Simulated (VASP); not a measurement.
A convergence study with VASP on Cu₂O (cuprite): one setting is varied, all else stays as given below, so the limit is that of these other settings. Each run relaxes cell and ions from the cell shown. The basis is that of the starting cell, so low cut-offs carry a Pulay error.

```
Cu2O
1.0
    4.27000     0.00000     0.00000
    0.00000     4.27000     0.00000
    0.00000     0.00000     4.27000
Cu O
4 2
Direct
  0.75000   0.25000   0.75000
  0.25000   0.75000   0.75000
  0.75000   0.75000   0.25000
  0.25000   0.25000   0.25000
  0.00000   0.00000   0.00000
  0.50000   0.50000   0.50000
```

Level of theory: PBEsol GGA, VASP's PBE PAW potentials (set 64) (plane waves; VASP). The tightest run used: 800 eV cut-off, 4×4×4 Γ-centred mesh, Gaussian smearing of 0.050 eV, potentials Cu O.

Gaps are read on the run's mesh, which can miss a band edge.

Q: The settings run are ENCUT = 250; ENCUT = 300; ENCUT = 350; ENCUT = 400; ENCUT = 450; ENCUT = 500; ENCUT = 550; ENCUT = 600; ENCUT = 650; ENCUT = 750; ENCUT = 800. From which on does the relaxed volume stay within 0.1 Å³/atom of the tightest run?

A: From ENCUT = 450 on: it is off by 0.076 there and by no more than 0.1 in any finer run, while ENCUT = 400 is off by 0.237.
```csv
setting,relaxed volume (Å³/atom),E (eV/atom),gap on the mesh (eV),plane waves,difference judged (Å³/atom)
ENCUT = 250,10.612,-5.5609,0.445,739,2.039
ENCUT = 300,11.561,-5.1429,0.760,928,1.090
ENCUT = 350,12.118,-5.0382,0.643,1189,0.533
ENCUT = 400,12.414,-5.0057,0.589,1432,0.237
ENCUT = 450,12.574,-4.9951,0.561,1743,0.076
ENCUT = 500,12.640,-4.9924,0.549,2000,0.010
ENCUT = 550,12.649,-4.9926,0.547,2301,0.001
ENCUT = 600,12.638,-4.9933,0.549,2624,0.013
ENCUT = 650,12.632,-4.9938,0.550,3016,0.018
ENCUT = 750,12.644,-4.9941,0.548,3695,0.007
ENCUT = 800,12.651,-4.9941,0.547,4032,0.000
```

Left out are rungs that failed or repeat a setting and relaxations that didn't move; long series are thinned to 24 rows.

The compound is Cu2O in the cuprite structure.
